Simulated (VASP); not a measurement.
```
WC
1.0
    1.48410    -2.57054     0.00000
    1.48410     2.57054     0.00000
    0.00000     0.00000     2.89680
W C
1 1
Direct
  0.00000   0.00000   0.00000
  0.33333   0.66667   0.50000
```

Level of theory: PBE GGA + U (Dudarev), VASP's PBE PAW potentials (set 64) (plane waves; VASP). Numerical set-up: 520 eV cut-off, 13×13×11 Γ-centred mesh, first-order Methfessel-Paxton smearing of 0.10 eV, potentials W_sv C, U − J: W 5.00 eV.

Task: Give the stress tensor in GPa (positive for a compressed cell).

Result: 
```
-5.61   0.00   0.00
 0.00  -5.61   0.00
 0.00   0.00  -7.75
```
The pressure is its mean diagonal, -6.33 GPa.

The compound is WC in the wc structure. The cell was not relaxed at this level. The run is one of a series of settings (LDAU = .TRUE., LDAUJ = 0 0, LDAUL = 2 -1, LDAUTYPE = 2, LDAUU = 5.0 0, LMAXMIX = 2 against the base run), some of them coarse on purpose.
